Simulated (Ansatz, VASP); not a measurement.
# Cross-check of AlN between VASP and Ansatz, part 2 of 2

Aim: how closely do two programs agree when they are given the same cell, functional and k mesh? The cell is taken from a series of runs on this material, whose earlier steps may have relaxed, scaled, displaced or heated it; both programs get it as it stands.

VASP 6.6.1 and Ansatz 0.2.0.

So far: The starting structure; VASP: zone-centre phonons, LDA.

### Step 3. Ansatz: zone-centre phonons, LDA

Level of this step: Ansatz beside VASP: Kohn-Sham DFT, plane waves, LDA (Ansatz).

Ansatz runs on its PAW soft_1 files.

The same cell, functional (in two slightly different forms), mesh and smearing now go to Ansatz, which takes its cutoff from its data sets.

Contents of input.yaml:

```yaml
crystal:
  lattice:
    - [3.0886224684, 0.0, 0.0]
    - [-1.5443112342, 2.6748255203, 0.0]
    - [0.0, 0.0, 4.9431753055]
  atoms:
    - { symbol: "N", position: [0.3333333333, 0.6666666667, 0.3810822739] }
    - { symbol: "N", position: [0.6666666667, 0.3333333333, 0.8810822739] }
    - { symbol: Al, position: [0.3333333333, 0.6666666667, -0.0010822739] }
    - { symbol: Al, position: [0.6666666667, 0.3333333333, 0.4989177261] }
total_charge: 0.008168
kpoints:
  mp_grid: { grid: [21, 21, 12] }
hamiltonian:
  xc: lda
  pseudopotentials: { kind: paw, azcp: { folder: soft_1 }, xc_functional: pbe }
scf:
  occupations: { method: fermi_dirac, width: 0.03 }
output:
  eigenvalues: true
phonons:
  method: dfpt
```

Command:

```
> ansatz run input.yaml --threads 4 --pin off --max-ram 16384MiB --backend cpu --events-out ev --progress --plain --runs-dir out
```

Numbers of over 12 decimals in the logs are rounded to 6 here.

Log:

```text
Engine: ansatz 0.2.0, aarch64-unknown-linux-gnu
Pseudopotentials: kind: paw
Pseudopotential: N, paw, valence charge 5, recommended cutoff 420 eV (normal), soft_1/N.paw.azcp
Pseudopotential: Al, paw, valence charge 3, recommended cutoff 420 eV (normal), soft_1/Al.paw.azcp
Functional definition: SPW92
  exchange = slater_x
  correlation = pw_c
Crystal: 4 atoms, lattice volume = 40.838 Å³
Basis set: ecut = 420 eV, 785 PW (Γ), exchange–correlation on 48×48×72 points (8 copies of the dense FFT grid, shifted against one another)
Bands: 12, of which v1, the nominal top of the filled ones, is band 8 counted from 1 (7 counted from 0)
Symmetry: 12 space group operations
k-points: 1397 of 5292 (irreducible under 2 space group operations, time reversal used)
Non-local potential: N, projectors of the file, l = 0: 2, l = 1: 2, l = 2: 1
Non-local potential: Al, projectors of the file, l = 0: 2, l = 1: 2, l = 2: 1
PAW form: soft (Blöchl's): semilocal exchange-correlation on the pseudo side does not see the compensation charge
PAW frozen core: N, regenerated for the run's functional, and the local potential with it (the file was generated under x = pbe(κ = 0.804, μ = 0.219515), c = pbe(β = 0.066725))
PAW frozen core: Al, regenerated for the run's functional, and the local potential with it (the file was generated under x = pbe(κ = 0.804, μ = 0.219515), c = pbe(β = 0.066725))
PAW one-centre angular grid: N, 110 points (default); XC on 64 Gauss nodes
PAW one-centre angular grid: Al, 110 points (default); XC on 64 Gauss nodes
Initial density: superposition of atomic densities (chi_scale 0.1, normalization cell, long waves kept (reshape's long-wave potential 0.00 eV rms))
Initial wavefunctions: pseudopotential atomic-orbital guess
Functional: x = slater, c = lda
SCF iter   1: F=—  HF=-1782.849487 eV  |F-HF|=—  |Δ(HF+E_count)|=         —  Δρ=1.38e-1  dr2=9.35e0  ethr=3.10e-3  ⟨swp⟩=5.7  Hψ=107604  notcnv=0
preconditioner: auto → none  [metal: Δε(μ)=0.011 eV  Ē_g=14.372 eV  σ=0.030 eV  W_gap=0.09  n_scr=2 (ndim 8)  ℏωp=23.2 eV  f_vac=0.000  D(μ)=0.18/eV (n_scr^D=0)  sad-step TF]
SCF iter   2: F=—  HF=-1780.575541 eV  |F-HF|=—  |Δ(HF+E_count)|=    2.27e0  Δρ=6.83e-2  dr2=2.44e0  ethr=3.10e-3  ⟨swp⟩=2.1  Hψ=44742  notcnv=0
SCF iter   3: F=—  HF=-1779.774749 eV  |F-HF|=—  |Δ(HF+E_count)|=   8.01e-1  Δρ=5.81e-3  dr2=1.50e-2  ethr=3.10e-3  ⟨swp⟩=2.5  Hψ=33788  notcnv=0
SCF iter   4: F=—  HF=-1779.770549 eV  |F-HF|=—  |Δ(HF+E_count)|=   4.20e-3  Δρ=4.71e-4  dr2=4.11e-5  ethr=9.38e-5  ⟨swp⟩=2.3  Hψ=35143  notcnv=0
SCF iter   5: F=—  HF=-1779.770583 eV  |F-HF|=—  |Δ(HF+E_count)|=   3.40e-5  Δρ=4.80e-5  dr2=8.88e-7  ethr=2.57e-7  ⟨swp⟩=2.8  Hψ=27314  notcnv=0
SCF iter   6: F=—  HF=-1779.770582 eV  |F-HF|=—  |Δ(HF+E_count)|=   3.15e-7  Δρ=3.84e-6  dr2=4.58e-9  ethr=5.55e-9  ⟨swp⟩=2.0  Hψ=25260  notcnv=0
SCF iter   7: F=—  HF=-1779.770582 eV  |F-HF|=—  |Δ(HF+E_count)|=   1.87e-9  Δρ=6.83e-7  dr2=1.21e-10  ethr=2.86e-11  ⟨swp⟩=2.0  Hψ=27653  notcnv=0
SCF iter   8: F=-1779.770582 eV  HF=-1779.770582 eV  |F-HF|=4.55e-13  |Δ(HF+E_count)|=  3.25e-11  Δρ=6.63e-8  dr2=5.06e-13  ethr=1.00e-12  ⟨swp⟩=5.0  Hψ=64720  notcnv=0
SCF 1 converged in 8 iterations: F = -1779.770582 eV  dr2 = 5.06e-13
  greatest PAW one-centre occupation: 0.783 electrons in one spin orbital (limit 2), on the N atom at site 1 (counted from 0), in its partial waves of l = 0
DFPT response loops at Γ: preconditioner auto → Kerker (q_TF=auto, 2.334 Å⁻¹) (partly filled bands, converged f_vac=0.000); β = 1.00, the filter's whole step (`scf.mixing.beta` (0.50) is not read by the response loops under this deck's `scf.mixing.preconditioner`; to damp them name `kerker` or `kerker_dos`, under which they read `scf.mixing.beta`, and type it under 1.00, their step now; both keys bind the ground state too); Broyden in place of MSR1
SCF converged after 8 iterations
Free energy (F): -1779.770582 eV
Harris-Foulkes:  -1779.770582 eV  (|F-HF|=4.55e-13)
Internal energy: -1779.770120 eV  (E = F + TS)
E sigma→0 (E₀):  -1779.770351 eV
Entropy (-TS):   -0.000463 eV (-0.116 meV/atom)
Fermi energy:    7.035439 eV
--- Per-component energies (eV) ---
  E_band       = 29.287751
  E_kinetic    = 313.827388
  E_local      = -417.668133  (includes V_loc(G=0)·N_el)
  E_nonlocal   = 93.388639
  E_hartree    = 152.317212
  E_xc         = -196.306226
  E_vxc        = -213.740241  (∫ρ·V_xc dr)
  E_paw        = -1129.309773  (= ΣΔE_a)
  E_vpaw       = -51.155974  (= ΣTr[D̂ρ^β])
  E_aug_tail   = 0.001641  (compensation charges beyond the density's cutoff)
  E_ewald      = -596.292389
  E_core_change = 0.271521  (= ΣΔE_core)
  E_smearing   = -0.000463  (= −TS)
  E_closure    = -0.000000  (closes the sum)
  E_deformation_potential = 0.143476  (in the stress; not in F)
  Σ components = -1779.770582   (vs F -1779.770582, Δ=0.00e0)
--- Band table (eV; the first three rows and the last of 1397) ---
  k-point 0: bands = [... 4 lower, 6.2049, 6.8629, 6.8629, 7.0917, 11.5114, 13.8341, 17.7535, 18.2054]
  k-point 1: bands = [... 4 lower, 6.2155, 6.8510, 6.8510, 6.9290, 11.6443, 13.8546, 17.7047, 18.1939]
  k-point 2: bands = [... 4 lower, 6.2465, 6.4944, 6.8162, 6.8162, 11.9886, 13.9083, 17.5739, 18.1736]
  k-point 1396: bands = [... 4 lower, 4.2183, 4.2183, 6.0570, 6.0570, 13.6673, 13.6673, 16.2439, 16.2439]
--- Phonons (Γ-DFPT): 4 representative perturbations + reference, on 1397 of 5292 k-points (Σ response iterations 12) ---
  k mesh reduced under 2 symmetry operations, with k and −k counted as one. Each operation leaves every solved perturbation unchanged. A smaller set is not used because it would not reduce the number of displacements times k-points to solve
  ASR residual: 9.244e-6 → 0.000e0 eV/Å²; symmetrization residual: 4.224e-6 eV/Å²
  ASR residual per site (eV/Å²): 9.24e-6 9.24e-6 1.62e-6 1.62e-6
  Γ frequencies (cm⁻¹): 0.00 0.00 0.00 238.80 238.80 552.62 618.54 667.98 667.98 678.13 678.13 728.79
  non-analytic LO–TO correction: not included (Born effective charges unavailable; polar crystals: no LO–TO splitting at Γ)
```

Reading the cycles: dr2 is the Hartree energy of the density residual (eV), the measure of convergence; HF is the Harris–Foulkes estimate of the energy, which meets the free energy F at convergence.

### Step 4. Side by side

Known differences besides the potentials themselves: the cutoff is 420 eV in Ansatz and 600 eV in VASP; VASP's log shows a relativistic correction to its local exchange, Ansatz's none. Total energies have different zeros and are not compared.

Compared:

```csv
quantity,Ansatz,VASP,difference
optical mode 1 to 2 (cm⁻¹),238.8,238.9,-0.03 %
optical mode 3 (cm⁻¹),552.6,554.1,-0.27 %
optical mode 4 (cm⁻¹),618.5,623.6,-0.81 %
optical mode 5 to 6 (cm⁻¹),668.0,674.0,-0.89 %
optical mode 7 to 8 (cm⁻¹),678.1,683.5,-0.79 %
optical mode 9 (cm⁻¹),728.8,732.9,-0.56 %
```

Modes are paired by rising frequency, not by their patterns, so a pair may set unlike modes beside each other; they are those without the splitting of longitudinal modes. The cell carries a charge of +0.008168 e against a uniform background, so its pressure also hangs on how the neutralising background is counted, and in a defect's cell a gap may be the spacing between its levels.

### Step 5. Summary of results

- r.m.s. difference of the optical zone-centre modes, each program's sorted by frequency (zone-centre phonons, LDA): 4.4 cm⁻¹
- difference in optical mode 5 to 6 (zone-centre phonons, LDA): -0.9 %

In words: The r.m.s. difference of the optical zone-centre modes, each program's sorted by frequency is 4.4 cm⁻¹ (zone-centre phonons, LDA). Among the rows given in per cent, the largest difference of the zone-centre phonons, LDA pair is in optical mode 5 to 6, -0.9 %. Such differences can come from data sets, numerical settings and the points named under the comparisons, not from the functional's error against experiment.

[Lines on the potential files, build, host, timing and source positions are cut from VASP's logs without a mark.]

[Logs are printed without paths, hosts, clocks, repeated set-up lines and the standing remarks that a program may print on its own settings, such as how far it seeks lower states.]

[Hosts, paths, dates, database ids (printed as entryN), source tags and the programs' standing remarks are cut or masked in the printed files.]
